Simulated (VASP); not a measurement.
Input:

```
CELL_PARAMETERS angstrom
      0.00000     2.34436     2.34436
      2.34436     0.00000     2.34436
      2.34436     2.34436     0.00000
ATOMIC_POSITIONS crystal
  B  0.00000 0.00000 0.00000
  As 0.25000 0.25000 0.25000
```

Level of theory: r2SCAN meta-GGA, VASP's PBE PAW potentials (set 64) (plane waves; VASP). Run with 520 eV cut-off, 10×10×10 Γ-centred mesh, Gaussian smearing of 0.050 eV, potentials B As.

### Question
Give the stress tensor in GPa (positive for a compressed cell).

### Answer

```
10.01   0.00   0.00
 0.00  10.01   0.00
 0.00   0.00  10.01
```
The pressure is its mean diagonal, 10.01 GPa.

The compound is BAs in the zinc blende structure. This cell is one point of a volume scan, at 0.94 of the reference volume.
